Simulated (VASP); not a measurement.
Input:

```
CELL_PARAMETERS angstrom
      0.00000     2.36262     2.36262
      2.36262     0.00000     2.36262
      2.36262     2.36262     0.00000
ATOMIC_POSITIONS crystal
  B  0.00000 0.00000 0.00000
  As 0.25000 0.25000 0.25000
```

These are PBEsol GGA, VASP's PBE PAW potentials (set 64) (plane waves; VASP 6.6.1) values and carry that method's errors. Settings: 620 eV cut-off, 10×10×10 Γ-centred mesh, Gaussian smearing of 0.050 eV, potentials B As.

Q: Predict the energy per atom (σ→0), pressure.

A: 
```yaml
energy per atom (σ→0): -6.096 eV/atom
pressure: 49.8 kbar
```

The compound is BAs in the zinc blende structure. It was relaxed first under an external pressure of 5 GPa.
